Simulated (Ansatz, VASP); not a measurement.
# CO2: VASP beside Ansatz, part 3 of 3

Aim: how closely do two programs agree when they are given the same cell, functional and k mesh? The cell is taken from a series of runs on this material, whose earlier steps may have relaxed, scaled, displaced or heated it; both programs get it as it stands.

VASP 6.6.1 and Ansatz 0.2.0.

So far: The structure; VASP: zone-centre phonons, LDA.

### Step 3. Ansatz: zone-centre phonons, LDA

Level of this step: Ansatz beside VASP: Kohn-Sham DFT, plane waves, LDA (Ansatz).

Ansatz runs on norm-conserving files, of PseudoDojo where its log says so.

The same cell, functional (in two slightly different forms) and mesh now go to Ansatz, which takes its cutoff from its data sets.

Input file input.yaml:

```yaml
crystal:
  lattice:
    - [2.555845175, -2.314156801, 0.0]
    - [2.555845175, 2.314156801, 0.0]
    - [0.0, 0.0, 6.202040703]
  atoms:
    - { symbol: C, position: [0.0, 0.0, 0.0] }
    - { symbol: C, position: [0.5, 0.5, 0.5] }
    - { symbol: O, position: [0.7960794317, 0.2039205683, 0.8904834392] }
    - { symbol: O, position: [0.2039205683, 0.7960794317, 0.1095165608] }
    - { symbol: O, position: [0.7039205683, 0.2960794317, 0.3904834392] }
    - { symbol: O, position: [0.2960794317, 0.7039205683, 0.6095165608] }
kpoints:
  mp_grid: { grid: [8, 8, 4] }
hamiltonian:
  xc: lda
  pseudopotentials: { kind: nc, accuracy: standard }
scf:
  occupations: { method: fixed }
output:
  eigenvalues: true
phonons:
  method: dfpt
  dielectric: true
  rigid_motions: translations
```

Started as:

```sh
ansatz run input.yaml --threads 4 --pin off --max-ram 16384MiB --backend cpu --events-out ev --progress --plain --runs-dir out
```

Output:

```text
Engine: ansatz 0.2.0, aarch64-unknown-linux-gnu
Pseudopotentials: kind: nc
Pseudopotential: C, nc, valence charge 4, recommended cutoff 1115.666836 eV (normal), C.nc.azcp (PseudoDojo's, or run here from an input of PseudoDojo's; its table is named by hamiltonian.pseudopotentials.accuracy)
Pseudopotential: O, nc, valence charge 6, recommended cutoff 1142.878222 eV (normal), O.nc.azcp (PseudoDojo's, or run here from an input of PseudoDojo's; its table is named by hamiltonian.pseudopotentials.accuracy)
Functional definition: SPW92
  exchange = slater_x
  correlation = pw_c
Crystal: 6 atoms, lattice volume = 73.366 Å³
Basis set: ecut = 1142.878222 eV, 6473 PW (Γ), exchange–correlation on 80×80×144 points (8 copies of the dense FFT grid, shifted against one another)
Bands: 22, of which v1, the nominal top of the filled ones, is band 16 counted from 1 (15 counted from 0)
Symmetry: 8 space group operations
k-points: 132 of 256 (irreducible under 1 space group operation, time reversal used)
Non-local potential: C, projectors of the file, l = 0: 2, l = 1: 2
Non-local potential: O, projectors of the file, l = 0: 2, l = 1: 2, l = 2: 1
Initial density: superposition of atomic densities (chi_scale 0.1, normalization cell, long waves kept (reshape's long-wave potential 0.02 eV rms))
Initial wavefunctions: pseudopotential atomic-orbital guess
Functional: x = slater, c = lda
SCF iter   1: F=—  HF=-2125.542086 eV  |F-HF|=—  |Δ(HF+E_count)|=         —  Δρ=1.13e-1  dr2=6.01e0  ethr=3.10e-3  ⟨swp⟩=4.0  Hψ=15063  notcnv=0  defer=407
preconditioner: auto → none  [insulator: Δε(μ)=7.339 eV  Ē_g=16.656 eV  n_scr=16 (ndim 8)  ℏωp=24.5 eV  f_vac=0.000  ε∞_Penn≈3.2]
SCF iter   2: F=—  HF=-2123.548861 eV  |F-HF|=—  |Δ(HF+E_count)|=    1.99e0  Δρ=5.31e-2  dr2=9.18e-1  ethr=3.10e-3  ⟨swp⟩=3.0  Hψ=6957  notcnv=0  defer=495
SCF iter   3: F=—  HF=-2123.317209 eV  |F-HF|=—  |Δ(HF+E_count)|=   2.32e-1  Δρ=2.15e-2  dr2=2.00e-1  ethr=2.87e-3  ⟨swp⟩=3.0  Hψ=5441  notcnv=0  defer=499
SCF iter   4: F=—  HF=-2123.264334 eV  |F-HF|=—  |Δ(HF+E_count)|=   5.29e-2  Δρ=8.25e-3  dr2=2.02e-2  ethr=6.24e-4  ⟨swp⟩=1.9  Hψ=4202  notcnv=0  defer=430
SCF iter   5: F=—  HF=-2123.258643 eV  |F-HF|=—  |Δ(HF+E_count)|=   5.69e-3  Δρ=1.22e-3  dr2=3.68e-4  ethr=6.32e-5  ⟨swp⟩=2.9  Hψ=4994  notcnv=0  defer=528
SCF iter   6: F=—  HF=-2123.258542 eV  |F-HF|=—  |Δ(HF+E_count)|=   1.00e-4  Δρ=2.16e-4  dr2=1.59e-5  ethr=1.15e-6  ⟨swp⟩=2.3  Hψ=4545  notcnv=0  defer=524
SCF iter   7: F=—  HF=-2123.258539 eV  |F-HF|=—  |Δ(HF+E_count)|=   3.38e-6  Δρ=5.15e-5  dr2=8.27e-7  ethr=4.96e-8  ⟨swp⟩=2.8  Hψ=4867  notcnv=0  defer=208
SCF iter   8: F=—  HF=-2123.258528 eV  |F-HF|=—  |Δ(HF+E_count)|=   1.11e-5  Δρ=1.06e-5  dr2=3.72e-8  ethr=2.58e-9  ⟨swp⟩=2.3  Hψ=4692  notcnv=0  defer=202
SCF iter   9: F=—  HF=-2123.258528 eV  |F-HF|=—  |Δ(HF+E_count)|=   1.90e-8  Δρ=8.27e-7  dr2=2.31e-10  ethr=1.16e-10  ⟨swp⟩=2.1  Hψ=4773  notcnv=0  defer=202
SCF iter  10: F=-2123.258528 eV  HF=-2123.258528 eV  |F-HF|=2.73e-12  |Δ(HF+E_count)|=  8.00e-11  Δρ=1.46e-7  dr2=4.57e-12  ethr=1.00e-12  ⟨swp⟩=15.3  Hψ=22496  notcnv=0
SCF 1 converged in 10 iterations: F = -2123.258528 eV  dr2 = 4.57e-12
NSCF: frozen V_eff on 2 k-points
DFPT response loops at Γ: preconditioner auto → none (the input reference at scf.mixing.eps_inf says where Resta's filter doesn't serve); β = 0.50; Broyden in place of MSR1
SCF converged after 10 iterations
Free energy (F): -2123.258528 eV
Harris-Foulkes:  -2123.258528 eV  (|F-HF|=2.73e-12)
Internal energy: -2123.258528 eV  (E = F + TS)
E sigma→0 (E₀):  -2123.258528 eV
Fermi energy:    -0.666951 eV
--- Per-component energies (eV) ---
  E_band       = -262.072238
  E_kinetic    = 1420.743283
  E_local      = -2146.033574  (includes V_loc(G=0)·N_el)
  E_nonlocal   = -305.757180
  E_hartree    = 696.521646
  E_xc         = -557.239848
  E_vxc        = -624.068043  (∫ρ·V_xc dr)
  E_ewald      = -1231.492855
  E_smearing   = -0.000000  (= −TS)
  E_closure    = 0.000000  (closes the sum)
  Σ components = -2123.258528   (vs F -2123.258528, Δ=0.00e0)
--- Band table (eV; the first three rows and the last of 132) ---
  k-point 0: bands = [... 12 lower, -1.9832, -1.9660, -1.4741, -1.3676, 5.8398, 5.9340, 6.7138, 6.8519, ... 2 higher]
  k-point 1: bands = [... 12 lower, -1.9101, -1.8723, -1.5508, -1.4416, 6.0592, 6.1428, 6.7050, 6.9578, ... 2 higher]
  k-point 2: bands = [... 12 lower, -1.7323, -1.7323, -1.6488, -1.6488, 6.3716, 6.3716, 6.9983, 6.9983, ... 2 higher]
  k-point 131: bands = [... 12 lower, -1.6087, -1.6087, -1.0671, -1.0671, 7.5784, 7.5784, 8.1928, 8.1928, ... 2 higher]
--- Phonons (Γ-DFPT): 6 representative perturbations + reference, on 132 of 256 k-points (Σ response iterations 18) ---
  k mesh reduced under 1 symmetry operation, with k and −k counted as one. Each operation leaves every solved perturbation unchanged. A smaller set is not considered because the run solves the response to a homogeneous field
  ASR residual: 9.272e-5 → 0.000e0 eV/Å²; symmetrization residual: 2.167e-6 eV/Å²
  ASR residual per site (eV/Å²): 7.27e-5 7.27e-5 9.27e-5 9.27e-5 9.27e-5 9.27e-5
  Γ frequencies (cm⁻¹): 0.00 0.00 0.00 67.88 117.56 132.06 149.17 166.96 172.84 184.71 625.52 628.30 630.91 633.24 1343.06 1343.30 2342.35 2378.42
  ε∞ (high-frequency dielectric tensor):
        1.895935     0.000000     0.000000
        0.000000     2.507665     0.000000
        0.000000     0.000000     2.240640
  ε⁰ (static dielectric tensor: ions relaxed, cell fixed):
        2.112908     0.000000    -0.000000
        0.000000     2.906024    -0.000000
       -0.000000    -0.000000     2.557585
  ε⁰ − ε∞ (ionic part):
        0.216973     0.000000    -0.000000
        0.000000     0.398359    -0.000000
       -0.000000    -0.000000     0.316946
  softest optical mode at Γ: 67.88 cm⁻¹; the repairs (sum rule, projections) moved no ω² at Γ by more than (1.82 cm⁻¹)²
  Born effective charges Z* (e; rows j = field, columns β = displacement):
    site 0:
         0.74344    0.00000    0.00000
        -0.00000    2.27043   -0.78520
        -0.00000   -1.08797    1.59811
    site 1:
         0.74344    0.00000    0.00000
        -0.00000    2.27043    0.78520
         0.00000    1.08797    1.59811
    site 2:
        -0.37172   -0.00000    0.00000
         0.00000   -1.13522    0.47991
        -0.00000    0.62279   -0.79905
    site 3:
        -0.37172    0.00000    0.00000
         0.00000   -1.13522    0.47991
        -0.00000    0.62279   -0.79905
    site 4:
        -0.37172    0.00000    0.00000
         0.00000   -1.13522   -0.47991
        -0.00000   -0.62279   -0.79905
    site 5:
[...]
Z* charge neutrality: 4.564e-5 e pre-enforcement
  k-mesh period / interband length: 24.8 Å / 0.85 Å = 29.19 at k = (-0.5000, -0.5000, 0.0000), direct gap 7.510 eV — 14 or more, which is no proof of convergence
  optical modes at Γ without the LO–TO term, one row a degenerate level:
      ω (cm⁻¹)  modes    IR ((D/Å)²/amu)
[...]
optical modes at Γ + LO–TO along q̂ = [1.0000, 0.0000, 0.0000]:
      ω (cm⁻¹)  modes    IR ((D/Å)²/amu)
[...]
optical modes at Γ + LO–TO along q̂ = [0.0000, 1.0000, 0.0000]:
      ω (cm⁻¹)  modes    IR ((D/Å)²/amu)
[...]
optical modes at Γ + LO–TO along q̂ = [0.0000, 0.0000, 1.0000]:
      ω (cm⁻¹)  modes    IR ((D/Å)²/amu)
[...]
625.52      1             2.9202
        628.30      1             2.5368
        633.24      1             0.0000
        651.59      1             1.9544
       1343.06      1             0.0000
       1343.30      1             0.0000
       2378.42      1            28.3570
       2392.24      1            18.2993
```

Reading the cycles: dr2 is the Hartree energy of the density residual (eV), the measure of convergence; HF is the Harris–Foulkes estimate of the energy, which meets the free energy F at convergence.

### Step 4. Side by side

Known differences besides the potentials themselves: the two LDA forms differ slightly; fixed occupations in Ansatz, narrow Gaussian smearing in VASP; the cutoff is 1142.88 eV in Ansatz and 600 eV in VASP; VASP's log shows a relativistic correction to its local exchange, Ansatz's none. Total energies have different zeros and are not compared.

Both answers:

| quantity | Ansatz | VASP | difference |
| --- | --- | --- | --- |
| ε∞ xx | 1.90 | 1.90 | -0.29 % |
| ε∞ yy | 2.51 | 2.51 | -0.24 % |
| ε∞ zz | 2.24 | 2.25 | -0.24 % |
| Born charge of C1 (mean of the diagonal) (e) | 1.54 | 1.53 | 0.00 |
| Born charge of O3 (mean of the diagonal) (e) | -0.77 | -0.77 | 0.00 |
| optical mode 1 (cm⁻¹) | 67.9 | 70.5 | -3.69 % |
| optical mode 2 (cm⁻¹) | 117.6 | 111.0 | +5.89 % |
| optical mode 3 (cm⁻¹) | 132.1 | 122.5 | +7.84 % |
| optical mode 4 (cm⁻¹) | 149.2 | 131.3 | +13.59 % |
| optical mode 5 (cm⁻¹) | 167.0 | 133.6 | +25.01 % |
| optical mode 6 (cm⁻¹) | 172.8 | 140.2 | +23.29 % |
| optical mode 7 (cm⁻¹) | 184.7 | 154.7 | +19.42 % |
| optical mode 8 (cm⁻¹) | 625.5 | 595.0 | +5.13 % |
| optical mode 9 (cm⁻¹) | 628.3 | 598.1 | +5.05 % |
| optical mode 10 (cm⁻¹) | 630.9 | 599.9 | +5.18 % |
| optical mode 11 (cm⁻¹) | 633.2 | 603.1 | +5.00 % |
| optical mode 12 (cm⁻¹) | 1343.1 | 1373.2 | -2.20 % |
| optical mode 13 (cm⁻¹) | 1343.3 | 1401.8 | -4.17 % |
| optical mode 14 (cm⁻¹) | 2342.3 | 2413.1 | -2.93 % |
| optical mode 15 (cm⁻¹) | 2378.4 | 2447.1 | -2.81 % |

Modes are paired by rising frequency, not by their patterns, so a pair may set unlike modes beside each other; they are those without the splitting of longitudinal modes.

### Step 5. Summary of results

* r.m.s. difference of the optical zone-centre modes, each program's sorted by frequency (zone-centre phonons, LDA): 38 cm⁻¹
* difference in optical mode 5 (zone-centre phonons, LDA): +25.0 %

The r.m.s. difference of the optical zone-centre modes, each program's sorted by frequency is 38 cm⁻¹ (zone-centre phonons, LDA). Among the rows given in per cent, the largest difference of the zone-centre phonons, LDA pair is in optical mode 5, +25.0 %. What causes the difference of the zone-centre phonons, LDA pair stays open here. How closely two codes agree says nothing of how well the functional describes the real material.

[Lines on the potential files, build, host, timing and source positions are cut from VASP's logs without a mark.]

[Logs are printed without paths, hosts, clocks, repeated set-up lines and the standing remarks that a program may print on its own settings, such as how far it seeks lower states.]

[Hosts, paths, dates, database ids (printed as entryN), source tags and the programs' standing remarks are cut or masked in the printed files.]
